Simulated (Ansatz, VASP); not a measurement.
# Sb (Antimony): VASP beside Ansatz, part 2 of 2

One calculation is typed for both programs; each brings its own data sets. How far apart do they land? Of the first pair: The structure shown is the start of the Ansatz relaxation below; VASP solves that cell, so the two are compared at the walk's first step.

VASP 6.6.1 and Ansatz 0.2.0.

So far. Step 3 (VASP: single point, r2SCAN, start cell, pair 1): The run ends at a pressure of 0.96 GPa, with forces up to 0.15 eV/Å.

## (6) Ansatz: relaxation, r2SCAN

Level of this step: Ansatz beside VASP: Kohn-Sham DFT, plane waves, r2SCAN (Ansatz).

This run makes the geometry at which the two programs are then compared.

The structure compared here is the end of the Ansatz relaxation.

input.yaml

```yaml
crystal:
  lattice:
    - [2.1595701611, 1.2468284139, 3.8520264197]
    - [-2.1595701611, 1.2468284139, 3.8520264197]
    - [0.0, -2.4936568277, 3.8520264197]
  atoms:
    - { symbol: Sb, position: [0.2313726856, 0.2313726856, 0.2313726856] }
    - { symbol: Sb, position: [0.7686273144, 0.7686273144, 0.7686273144] }
kpoints:
  mp_grid: { grid: [15, 15, 15] }
hamiltonian:
  xc: r2scan
scf:
  occupations: { method: methfessel_paxton, width: 0.2 }
output:
  forces: true
  stress: true
  eigenvalues: true
relax:
  adjacent_minimum: "off"
  f_tol: 0.001
  max_steps: 60
  cell: { stress_tol: 0.01, fix: [volume] }
```

Started as:

```sh
$ ansatz run input.yaml --threads 4 --pin off --max-ram 8192MiB --backend cpu --events-out ev --progress --plain --runs-dir out
```

Numbers of over 12 decimals in the logs are rounded to 6 here.

Output:

```text
[...]
Crystal: 2 atoms, lattice volume = 62.232 Å³
Basis set: ecut = 500 eV, 1593 PW (Γ), exchange–correlation on 144×144×144 points (64 copies of the dense FFT grid, shifted against one another)
Bands: 19, of which v1, the nominal top of the filled ones, is band 15 counted from 1 (14 counted from 0)
Symmetry: 12 space group operations
[...]
k-points: 344 of 3375
[...]
k-point 343: bands = [... 11 lower, 0.4600, 7.4165, 7.9642, 9.3403, 10.0125, 10.0452, 11.4781, 16.7039]
--- Relaxed structure (4 steps of the walk, 4 accepted, 1 SCFs on fresh bases) ---
[...]
cell:  # Å, volume = 62.2321 Å³
    - [2.166580, 1.250875, 3.827142]
    - [-2.166580, 1.250875, 3.827142]
    - [0, -2.501751, 3.827142]
  atoms:
    - { symbol: Sb, position: [0.232202, 0.232202, 0.232202] }
    - { symbol: Sb, position: [0.767798, 0.767798, 0.767798] }
[key lines of the parts left out:]
SCF converged after 7 iterations
Free energy (F): -12998.248867 eV
Fermi energy:    9.705771 eV
P = ⅓ Tr σ = 0.4641 GPa (4.641 kbar)
```

## (7) VASP: single point, r2SCAN, relaxed cell, pair 2

The same cell, functional, mesh and smearing now go to VASP, with its own data sets.

INCAR

```
SYSTEM = Sb
PREC = Accurate
ENCUT = 550
EDIFF = 1E-06
NELM = 120
ISMEAR = 1
SIGMA = 0.2
LREAL = .FALSE.
ALGO = Normal
METAGGA = R2SCAN
LASPH = .TRUE.
NBANDS = 11
LORBIT = 11
LWAVE = .FALSE.
LCHARG = .FALSE.
ISIF = 2
GGA_COMPAT = .FALSE.
LMIXTAU = .TRUE.
KPAR = 2
```

POSCAR

```
Sb
1.0
    2.1665796106      1.2508753214      3.8271421205
   -2.1665796106      1.2508753214      3.8271421205
    0.0000000000     -2.5017506428      3.8271421205
Sb
2
Direct
    0.2322021834      0.2322021834      0.2322021834
    0.7677978166      0.7677978166      0.7677978166
```

KPOINTS

```
Automatic mesh
0
Gamma
15 15 15
0 0 0
```

PAW data sets: Sb (PBE family, release 64).

Started as:

```sh
$ mpirun -np 2 vasp_std
```

Output:

```text
[banner, memory and clock lines left out]
running    2 mpi-ranks, on    1 nodes
[...]
[... a notice as in an earlier step ...]

 LDA part: xc-table for (None), standard interpolation
 POSCAR, INCAR and KPOINTS ok, starting setup
[...]
entering main loop
       N       E                     dE             d eps       ncg     rms          rms(c)
DAV:   1    -0.525476247288E+01   -0.52548E+01   -0.38402E+03  7568   0.774E+02
DAV:   2    -0.505427379918E+02   -0.45288E+02   -0.43899E+02 10164   0.119E+02
DAV:   3    -0.526200852253E+02   -0.20773E+01   -0.20614E+01  9311   0.290E+01
DAV:   4    -0.526381887818E+02   -0.18104E-01   -0.18101E-01  8588   0.316E+00
[...]
DAV:  14    -0.513900775131E+02   -0.69831E-04   -0.65629E-05  7685   0.627E-02    0.113E-02
DAV:  15    -0.513900798594E+02   -0.23463E-05   -0.12205E-05  8348   0.265E-02    0.138E-03
DAV:  16    -0.513900808101E+02   -0.95077E-06   -0.10233E-06  4576   0.918E-03
   1 F= -.51390081E+02 E0= -.51390697E+02  d E =0.184905E-02
```

Parts of OUTCAR (step 7):

```text
  Total        0.2297883      0.2297883      0.2050627     -0.0000000      0.0000000     -0.0000000
  in kB        5.9159442      5.9159442      5.2793765     -0.0000000      0.0000000     -0.0000000
  external PRESSURE =       5.7037550 kB  Pullay stress =       0.0000000 kB

 POSITION                                       TOTAL-FORCE (eV/Angst)
 -----------------------------------------------------------------------------------
      0.00000      0.00000      2.66601         0.000000     -0.000000      0.055886
      0.00000      0.00000      8.81541         0.000000      0.000000     -0.055886
 -----------------------------------------------------------------------------------
    total drift:                                0.000000      0.000000      0.000000

  FREE ENERGIE OF THE ION-ELECTRON SYSTEM (eV)
  ---------------------------------------------------
  free  energy   TOTEN  =       -51.3900808101 eV

  energy  without entropy=      -51.3919298590  energy(sigma->0) =      -51.39069716

[... 1 part as in an earlier step ...]

[... 2 further parts left out ...]
[key lines of the parts left out:]
E-fermi :   6.9754
```

The run ends at a pressure of 0.57 GPa, with forces up to 0.056 eV/Å.

## (8) Comparison

What differs besides the data sets and the points named for the pairs above, as far as they apply: the data sets hold 30 valence electrons in Ansatz (on its default PAW (the set named soft_2) files) and 10 in VASP; the cutoff is 500 eV in Ansatz and 550 eV in VASP; Ansatz's pressure holds a Pulay correction, VASP's none. Total energies have different zeros and are not compared.

The two programs side by side:

```
      quantity  Ansatz  VASP  difference
pressure (GPa)    0.46  0.57       -0.11
```

Forces (eV/Å; atoms numbered as in POSCAR):

```
atom       Ansatz x, y, z          VASP x, y, z
 Sb1  0.000, 0.000, 0.000   0.000, 0.000, 0.056
 Sb2  0.000, 0.000, 0.000  0.000, 0.000, -0.056
```

The forces differ by 32 meV/Å r.m.s., where the r.m.s. force is 0.000 eV/Å in Ansatz and 0.032 eV/Å in VASP: the atoms lie near their places of rest in Ansatz, so a percentage would say little (all taken over all components).

## (9) Outcome

* r.m.s. force difference (single point, r2SCAN, start cell, pair 1): 35 meV/Å
* r.m.s. force difference (single point, r2SCAN, relaxed cell, pair 2): 32 meV/Å

What this shows: The r.m.s. force difference is 35 meV/Å (single point, r2SCAN, start cell, pair 1), beyond the 12 meV/Å picked in this series as the mark of a large difference. The data sets hold unlike numbers of valence electrons (30 in Ansatz and 10 in VASP), so part of the differences comes from the potentials. Single point, r2SCAN, start cell, pair 1, VASP with the data sets Sb_d_GW: r.m.s. force difference goes from 35 to 8.0 meV/Å. What causes the difference of the single point, r2SCAN, relaxed cell, pair 2 pair stays open here. How closely two codes agree says nothing of how well the functional describes the real material.

[Lines on the potential files, build, host, timing and source positions are cut from VASP's logs without a mark.]

[Logs are printed without paths, hosts, clocks, repeated set-up lines and the standing remarks that a program may print on its own settings, such as how far it seeks lower states.]

[Hosts, paths, dates, database ids (printed as entryN), source tags and the programs' standing remarks are cut or masked in the printed files.]
